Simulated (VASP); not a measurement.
# Zr3MoC (Pm-3m) in VASP: relaxation of cell and atoms with PBE

Aim: the relaxation of cell and atoms of Zr3MoC with PBE.

Program: VASP 6.6.1. These are calculated values, not measurements. Logs are shortened: lines on timing, memory, paths and dates and some standing lists are left out, and cuts for length are marked.

## 1. The cell of the first run

It takes space group Pm-3m (No. 221, cubic). Conventional cell: a = 4.340 Å, b = 4.340 Å, c = 4.340 Å, α = 90.00°, β = 90.00°, γ = 90.00°. Zr (site symmetry 4/mmm) is surrounded by 2 Mo at 2.17 Å. Mo (site symmetry m-3m) has 6 Zr at 2.17 Å as nearest neighbours. C (site symmetry m-3m) has 12 Zr at 3.07 Å as nearest neighbours.

The cell was built by a generator and needn't be a form met in nature.

## 2. Relaxation of cell and atoms, PBE (random cell by space group and Wyckoff sites (Pm-3m, No. 221))

File INCAR:

```
SYSTEM = Zr3MoC
ALGO = Normal ; EDIFF = 1E-7
EDIFFG = -0.04 ; ENCUT = 600
GGA = PE ; IBRION = 2
ISIF = 3 ; ISMEAR = 0
LASPH = .TRUE. ; LCHARG = .FALSE.
LREAL = .FALSE. ; LWAVE = .FALSE.
NELM = 100 ; NSW = 90
PREC = Accurate ; SIGMA = 0.1
```

File KPOINTS:

```
k-points
0
G
  4 4 4
  0 0 0
```

File POSCAR:

```
Zr3MoC
1.0
    4.3403661600      0.0000000000      0.0000000000
    0.0000000000      4.3403661600      0.0000000000
    0.0000000000      0.0000000000      4.3403661600
Zr Mo C
3 1 1
Direct
    0.5000000000      0.0000000000      0.0000000000
    0.0000000000      0.5000000000      0.0000000000
    0.0000000000      0.0000000000      0.5000000000
    0.0000000000      0.0000000000      0.0000000000
    0.5000000000      0.5000000000      0.5000000000
```

Potentials or basis: VASP PAW PBE potentials, release 64 (Zr_sv, Mo_sv, C).

The run is started by

```console
> cat potpaw_PBE.64/Zr_sv/POTCAR potpaw_PBE.64/Mo_sv/POTCAR potpaw_PBE.64/C/POTCAR > POTCAR
> mpirun -np 1 vasp_std > vasp.out
```

OUTCAR:

```text
SYSTEM = Zr3MoC
   EDIFF = 1E-7
   EDIFFG = -0.04
   ENCUT = 600
   GGA = PE
   IBRION = 2
   ISIF = 3
   ISMEAR = 0
   LASPH = .TRUE.
   LREAL = .FALSE.
   NELM = 100
   NSW = 90
   PREC = Accurate

 ion  position               nearest neighbor table
   1  0.500  0.000  0.000-   4 2.17   4 2.17   2 3.07   3 3.07   2 3.07   2 3.07   3 3.07   3 3.07
                             3 3.07   2 3.07
   2  0.000  0.500  0.000-   4 2.17   4 2.17   1 3.07   3 3.07   1 3.07   3 3.07   3 3.07   3 3.07
                             1 3.07   1 3.07
   3  0.000  0.000  0.500-   4 2.17   4 2.17   1 3.07   1 3.07   2 3.07   2 3.07   2 3.07   2 3.07
                             1 3.07   1 3.07
   4  0.000  0.000  0.000-   1 2.17   2 2.17   3 2.17   3 2.17   2 2.17   1 2.17
   5  0.500  0.500  0.500-

  LATTYP: Found a simple cubic cell.
 ALAT       =     4.3403661600

  Lattice vectors:

 A1 = (   4.3403661600,   0.0000000000,   0.0000000000)
 A2 = (   0.0000000000,   4.3403661600,   0.0000000000)
 A3 = (   0.0000000000,   0.0000000000,   4.3403661600)

Analysis of symmetry for initial positions (statically):
=====================================================================
 Subroutine PRICEL returns:
 Original cell was already a primitive cell.

 Routine SETGRP: Setting up the symmetry group for a
 simple cubic supercell.

 Subroutine GETGRP returns: Found 48 space group operations
 (whereof 48 operations were pure point group operations)
 out of a pool of 48 trial point group operations.

The static configuration has the point symmetry O_h .

Analysis of symmetry for dynamics (positions and initial velocities):
=====================================================================
 Subroutine PRICEL returns:
 Original cell was already a primitive cell.

 Routine SETGRP: Setting up the symmetry group for a
 simple cubic supercell.

 Subroutine GETGRP returns: Found 48 space group operations
 (whereof 48 operations were pure point group operations)
 out of a pool of 48 trial point group operations.

The dynamic configuration has the point symmetry O_h .

 Subroutine INISYM returns: Found 48 space group operations
 (whereof 48 operations are pure point group operations),
 and found     1 'primitive' translations

----------------------------------------------------------------------------------------

                                     Primitive cell

  volume of cell :      81.7672

  direct lattice vectors                    reciprocal lattice vectors
     4.340366160  0.000000000  0.000000000     0.230395308  0.000000000  0.000000000
     0.000000000  4.340366160  0.000000000     0.000000000  0.230395308  0.000000000
     0.000000000  0.000000000  4.340366160     0.000000000  0.000000000  0.230395308

  length of vectors
     4.340366160  4.340366160  4.340366160     0.230395308  0.230395308  0.230395308

  position of ions in fractional coordinates (direct lattice)
     0.500000000  0.000000000  0.000000000
     0.000000000  0.500000000  0.000000000
     0.000000000  0.000000000  0.500000000
     0.000000000  0.000000000  0.000000000
     0.500000000  0.500000000  0.500000000

  ion indices of the primitive-cell ions
   primitive index   ion index
                 1           1
                 2           2
                 3           3
                 4           4
                 5           5

----------------------------------------------------------------------------------------

 KPOINTS: k-points

Automatic generation of k-mesh.
 Grid dimensions read from file:
 generate k-points for:    4    4    4

 Generating k-lattice:

  Cartesian coordinates                     Fractional coordinates (reciprocal lattice)
     0.057598827  0.000000000  0.000000000     0.250000000  0.000000000  0.000000000
     0.000000000  0.057598827  0.000000000     0.000000000  0.250000000  0.000000000
     0.000000000  0.000000000  0.057598827     0.000000000  0.000000000  0.250000000

  Length of vectors
     0.057598827  0.057598827  0.057598827

  Shift w.r.t. Gamma in fractional coordinates (k-lattice)
     0.000000000  0.000000000  0.000000000

 Subroutine IBZKPT returns following result:
 ===========================================

 Found     10 irreducible k-points:

 Following reciprocal coordinates:
            Coordinates               Weight
  0.000000  0.000000  0.000000      1.000000
  0.250000  0.000000  0.000000      6.000000
  0.500000  0.000000  0.000000      3.000000
  0.250000  0.250000  0.000000     12.000000
  0.500000  0.250000  0.000000     12.000000
  0.500000  0.500000  0.000000      3.000000
  0.250000  0.250000  0.250000      8.000000
  0.500000  0.250000  0.250000     12.000000
  0.500000  0.500000  0.250000      6.000000
  0.500000  0.500000  0.500000      1.000000
   k-points           NKPTS =     10   k-points in BZ     NKDIM =     10   number of bands    NBANDS=     32
   number of dos      NEDOS =    301   number of ions     NIONS =      5
   total plane-waves  NPLWV =  46656
   dimension x,y,z NGX =    36 NGY =   36 NGZ =   36
   dimension x,y,z NGXF=    72 NGYF=   72 NGZF=   72
   ions per type =               3   1   1
   NGX,Y,Z   is equivalent  to a cutoff of  13.79, 13.79, 13.79 a.u.
   NGXF,Y,Z  is equivalent  to a cutoff of  27.58, 27.58, 27.58 a.u.
 SYSTEM =  Zr3MoC
   PREC   = accura    normal or accurate (medium, high low for compatibility)
   ISTART =      0    job   : 0-new  1-cont  2-samecut
   ICHARG =      2    charge: 1-file 2-atom 10-const
   ISPIN  =      1    spin polarized calculation?
   LNONCOLLINEAR =      F non collinear calculations
   LSORBIT =      F    spin-orbit coupling
   LASPH  =      T    aspherical Exc in radial PAW
   ENCUT  =  600.0 eV  44.10 Ry    6.64 a.u.   8.67  8.67  8.67*2*pi/ulx,y,z
   NELM   =    100;   NELMIN=  2; NELMDL= -5     # of ELM steps
   EDIFF  = 0.1E-06   stopping-criterion for ELM
   LREAL  =      F    real-space projection
   EDIFFG = -.4E-01   stopping-criterion for IOM
   NSW    =     90    number of steps for IOM
   IBRION =      2    ionic relax: 0-MD 1-quasi-New 2-CG
   NFREE  =      1    steps in history (QN), initial steepest desc. (CG)
   ISIF   =      3    stress and relaxation
   ISYM   =      2    0-nonsym 1-usesym 2-fastsym
   POTIM  = 0.5000    time-step for ionic-motion
   TEBEG  =    0.0;   TEEND  =   0.0 temperature during run
   PSTRESS=    0.0 pullay stress
   NELECT =      54.0000    total number of electrons
   NUPDOWN=      -1.0000    fix difference up-down
   EMIN   =  10.00;   EMAX   =-10.00  energy-range for DOS
   EFERMI =   0.00;   METHOD = LEGACY
   ISMEAR =     0;   SIGMA  =   0.10  broadening in eV -4-tet -1-fermi 0-gaus
   EFERMI_NEDOS =   21; number of points for ismear=-14 and -15
   IALGO  =     38    algorithm
   IMIX   =      4    mixing-type and parameters
     AMIX     =   0.40;   BMIX     =  1.00
     AMIX_MAG =   1.60;   BMIX_MAG =  1.00
  volume/ion in A,a.u.               =      16.35       110.36
  Fermi-wavevector in a.u.,A,eV,Ry     =   1.425650  2.694089 27.653558  2.032479
  Thomas-Fermi vector in A             =   2.546012
   LORBIT       =      0    0 simple, 1 ext, 2 COOP (PROOUT), +10 PAW based schemes
   GGA     = PE    functional components
   LHFCALC =     F    Hartree Fock is set to
   AEXX    =    0.0000 exact exchange contribution
   IVDW    =     0    specifies the selected vdW correction
   LEPSILON=     F    determine dielectric tensor
   LRPA    =     F    only Hartree local field effects (RPA)
 conjugate gradient relaxation of ions
 non-spin polarized calculation
 Gauss-broadening in eV      SIGMA  =   0.10
  energy-cutoff  :      600.00
  volume of cell :       81.77
 maximum number of plane-waves:      2800
 NGX is ok and might be reduce to    36
   NGX = 17   NGY = 17   NGZ = 17

--------------------------------------- Ionic step        1  -------------------------------------------

 number of electron      53.9999998 magnetization

 Free energy of the ion-electron system (eV)
  ---------------------------------------------------
  ext. energy  EPLUGINS =         0.00000000
  ---------------------------------------------------
  free energy    TOTEN  =       -31.24645805 eV

  energy without entropy =      -31.23378967  energy(sigma->0) =      -31.24012386

 E-fermi :  10.6042     XC(G=0): -11.8911

 val. band max:       10.4914145983   @ k =   0.2500   0.2500   0.0000
 cond. band min:      10.6140271950   @ k =   0.5000   0.0000   0.0000
 fundamental gap:      0.1226125967
 Fermi energy:        10.6041763735

 k-point     1 :       0.0000    0.0000    0.0000
  band No.  band energies     occupation
      1     -50.0101      2.00000
      2     -37.9599      2.00000
      3     -37.9487      2.00000
      4     -37.9487      2.00000
      5     -25.5909      2.00000
      6     -25.5909      2.00000
[... 835 lines left out ...]
 POSITION                                       TOTAL-FORCE (eV/Angst)
 -----------------------------------------------------------------------------------
      2.46721      0.00000      0.00000         0.000000      0.000000      0.000000
     -0.00000      2.46721      0.00000        -0.000000      0.000000      0.000000
      0.00000      0.00000      2.46721         0.000000      0.000000      0.000000
      0.00000      0.00000      0.00000         0.000000      0.000000      0.000000
      2.46721      2.46721      2.46721        -0.000000      0.000000      0.000000
 -----------------------------------------------------------------------------------
    total drift:                                0.000000      0.000000     -0.000000

  FREE ENERGIE OF THE ION-ELECTRON SYSTEM (eV)
  ---------------------------------------------------
  free  energy   TOTEN  =       -36.3963967396 eV

  energy  without entropy=      -36.3496080130  energy(sigma->0) =      -36.37300238

--------------------------------------- Ionic step        5  -------------------------------------------

 number of electron      53.9999994 magnetization

 Free energy of the ion-electron system (eV)
  ---------------------------------------------------
  ext. energy  EPLUGINS =         0.00000000
  ---------------------------------------------------
  free energy    TOTEN  =       -36.40044155 eV

  energy without entropy =      -36.35634534  energy(sigma->0) =      -36.37839344

 E-fermi :   6.3246     XC(G=0): -10.1741

 val. band max:        6.3059232830   @ k =   0.5000   0.0000   0.0000
 cond. band min:       6.3848494706   @ k =   0.5000   0.5000   0.5000
 fundamental gap:      0.0789261875
 Fermi energy:         6.3245510458

 k-point     1 :       0.0000    0.0000    0.0000
  band No.  band energies     occupation
      1     -53.8109      2.00000
      2     -42.7739      2.00000
      3     -42.7499      2.00000
      4     -42.7499      2.00000
      5     -28.3879      2.00000
      6     -28.3879      2.00000
[... 361 lines left out ...]
 POSITION                                       TOTAL-FORCE (eV/Angst)
 -----------------------------------------------------------------------------------
      2.45685      0.00000      0.00000         0.000000      0.000000      0.000000
     -0.00000      2.45685      0.00000        -0.000000      0.000000      0.000000
      0.00000      0.00000      2.45685         0.000000      0.000000      0.000000
      0.00000      0.00000      0.00000         0.000000      0.000000      0.000000
      2.45685      2.45685      2.45685        -0.000000      0.000000      0.000000
 -----------------------------------------------------------------------------------
    total drift:                                0.000000      0.000000     -0.000000

  FREE ENERGIE OF THE ION-ELECTRON SYSTEM (eV)
  ---------------------------------------------------
  free  energy   TOTEN  =       -36.4004415500 eV

  energy  without entropy=      -36.3563453394  energy(sigma->0) =      -36.37839344

 reached required accuracy - stopping structural energy minimisation
```

It took 3.3 min on 1 thread of Intel Xeon Platinum 8259CL at 2.50GHz (Skylake/Cascade Lake), shared host; peak memory 0.23 GiB.

Results:

```
Free energy                            : -36.4004 eV
Relaxed volume                         : 23.73 Å³/atom
Relaxed cell                           : a = 4.914 Å, b = 4.914 Å, c = 4.914 Å, α = 90.00°, β = 90.00°, γ = 90.00°
Space group after relaxing (to 0.05 Å) : Pm-3m (No. 221)
Energy gained by relaxing              : 1030.8 meV/atom
Ionic steps                            : 5
Pressure after relaxing                : 0.0 GPa
Band gap on the k mesh                 : none (metal or under the smearing width)
```

Step by step:
```
step  energy change (eV)  largest force (eV/Å)  pressure (GPa)  volume (Å³)
   1              0.0000                0.0000           64.46        81.77
   2             -0.8183                0.0000          -14.91       186.95
   3             -5.1326                0.0000           -1.94       122.11
   4             -5.1499                0.0000           -0.87       120.15
   5             -5.1540                0.0000            0.02       118.64
```

Final structure:
```xyz
5
Lattice="4.9137 0.0000 0.0000 0.0000 4.9137 0.0000 0.0000 0.0000 4.9137" Properties=species:S:1:pos:R:3 pbc="T T T"
Zr    2.4568    0.0000    0.0000
Zr    0.0000    2.4568    0.0000
Zr    0.0000    0.0000    2.4568
Mo    0.0000    0.0000    0.0000
C     2.4568    2.4568    2.4568
```

Levels at points of the mesh, in eV from the Fermi level:
```
           k point  band 23  band 24  band 25  band 26  band 27  band 28  band 29  band 30  band 31  band 32
(0.00, 0.00, 0.00)    -3.28    -0.78    -0.78    -0.40    -0.31    -0.31    -0.31     1.89     1.89     1.89
(0.50, 0.00, 0.00)    -2.06    -0.30    -0.22    -0.22    -0.02     0.15     0.15     0.28     1.44     1.56
(0.50, 0.50, 0.00)    -1.39    -1.24    -0.55    -0.22    -0.22    -0.15     0.20     1.54     1.54     2.09
(0.50, 0.50, 0.50)    -1.81     0.06     0.06     0.06     0.29     0.41     0.41     0.46     0.46     0.99
```

Caveat: the k mesh is coarse (spacing up to 0.36 Å⁻¹), so the values aren't converged; the volume moved by over 15 % at a fixed basis, so the end points are rough.
